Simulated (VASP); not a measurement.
Here is the system:

```xyz
3
Lattice="1.5308 -2.6514 0.0000 1.5308 2.6514 0.0000 0.0000 0.0000 3.3648" Properties=species:S:1:pos:R:3 pbc="T T T"
Hf     0.0000     0.0000     0.0000
B      1.5308     0.8838     1.6824
B      1.5308    -0.8838     1.6824
```

Level of theory: PBEsol GGA, VASP's PBE PAW potentials (set 64) (plane waves; VASP). Run with 620 eV cut-off, 11×11×9 Γ-centred mesh, first-order Methfessel-Paxton smearing of 0.10 eV, potentials Hf_pv B.

Energy and stress use the plane-wave basis of the starting cell.

Q: The ions, cell shape and volume at an external pressure of 30.0 GPa are relaxed. What does this cell relax into?

A: 
```xyz
3
Lattice="1.5174 -2.6282 0.0000 1.5174 2.6282 0.0000 0.0000 0.0000 3.3308" Properties=species:S:1:pos:R:3 pbc="T T T"
Hf     1.5174    -2.6282     0.0000
B      1.5174     0.8761     1.6654
B      1.5174    -0.8761     1.6654
```
Space group P6/mmm (191), at a tolerance of 0.03 Å.

Q: How do energy and volume change from the first to the last step?

A: The energy (σ→0) changes by +38.8 meV/atom and the volume by -2.7 %, in 5 ionic steps.

The compound is HfB2 in the AlB2 type structure. This run relaxes it under an external pressure of 30 GPa. Symmetry was kept, so distortions that lower it aren't found.
